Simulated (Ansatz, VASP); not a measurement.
## One calculation of Nb3Ag, two programs

```
Ag Nb
1.0
     4.14129    0.00000    0.00000
     0.00000    4.14129    0.00000
     0.00000    0.00000    4.14129
Ag Nb
1 3
Cartesian
  0.0000 0.0000 0.0000
  2.0706 0.0000 2.0706
  0.0000 2.0706 2.0706
  2.0706 2.0706 0.0000
```

Alike in both runs: functional r2SCAN; k mesh 6 × 6 × 6; occupations fermi-dirac, width 0.05 eV; no spin polarisation.

Ansatz relaxed the structure, and its values are those at the end. VASP's run is a single point on that final structure, the one shown.

|  | VASP | Ansatz |
| --- | --- | --- |
| version | VASP 6.6.1 | Ansatz 0.2.0 |
| potentials or method | VASP PAW PBE potentials, release 64 (Ag, Nb_sv) | PAW plane waves |
| plane-wave cutoff (eV) | 520 | 500 |
| valence electrons in the cell | 50 | 58 |

Ansatz gave:

| Item | Value |
| --- | --- |
| pressure (GPa) | 0.0 |

Question: What did VASP give for the same quantities?

Answer: Pressure (GPa): -0.2.

The two sets of potentials don't hold the same shells in valence.

Caveats: the PAW data sets were made with another functional, which shifts forces and pressure a little (VASP).
